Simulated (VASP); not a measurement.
A convergence study with VASP on Rb (space group Im-3m): a few settings are varied, all else stays as given below, so the limit is that of these other settings.

```
Rb
1.0
   -2.83347     2.83347     2.83347
    2.83347    -2.83347     2.83347
    2.83347     2.83347    -2.83347
Rb
1
Direct
  0.00000   0.00000   0.00000
```

Computed with LDA (Ceperley-Alder, Perdew-Zunger), VASP's LDA PAW potentials (set 64) (plane waves; VASP). The last row used: 300 eV cut-off, 13×13×13 Γ-centred mesh, first-order Methfessel-Paxton smearing of 0.010 eV, potentials Rb_sv.

```
setting       E (eV/atom)  irreducible k-points
------------  -----------  --------------------
SIGMA = 1.0       -1.0439                    84
SIGMA = 0.5       -1.0398                    84
SIGMA = 0.3       -1.0397                    84
SIGMA = 0.2       -1.0400                    84
SIGMA = 0.1       -1.0400                    84
SIGMA = 0.05      -1.0400                    84
SIGMA = 0.02      -1.0399                    84
SIGMA = 0.01      -1.0399                    84
```

Left out are rungs that failed or repeat a setting and relaxations that didn't move; long series are thinned to 24 rows.

The structure is a typed Rb crystal (space group no. 229). The cell was not relaxed at this level.
